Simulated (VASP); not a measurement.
Input:

```xyz
2
Lattice="3.7182 0.0000 0.0000 0.0000 3.7182 0.0000 0.0000 0.0000 3.7182" Properties=species:S:1:pos:R:3 pbc="T T T"
Hg     0.0000     0.0000     0.0000
Te     1.8591     1.8591     1.8591
```

Calculation: PBEsol GGA, VASP's PBE PAW potentials (set 64) (plane waves; VASP). Run with 400 eV cut-off, 11×11×11 Γ-centred mesh, tetrahedra with Blöchl corrections, potentials Hg Te.

Unless said otherwise, spin-orbit coupling is left out, though it shifts the bands of the heavy elements here.

Question: What does the run give for the energy per atom (σ→0), band gap (on the k-mesh) with the smallest direct gap where there is one?

Answer: 
| Property | Value |
|---|---|
| band gap (on the k-mesh) | none (metal, semimetal or under 0.01 eV) |
| energy per atom (σ→0) | -178.5 kJ/mol of atoms |

Only differences to runs with the same potentials and settings are physical.

The structure was generated: HgTe was put into the CsCl type type (Pm-3m), which need not be its known phase. It was relaxed first, which changed the volume by +19 %.
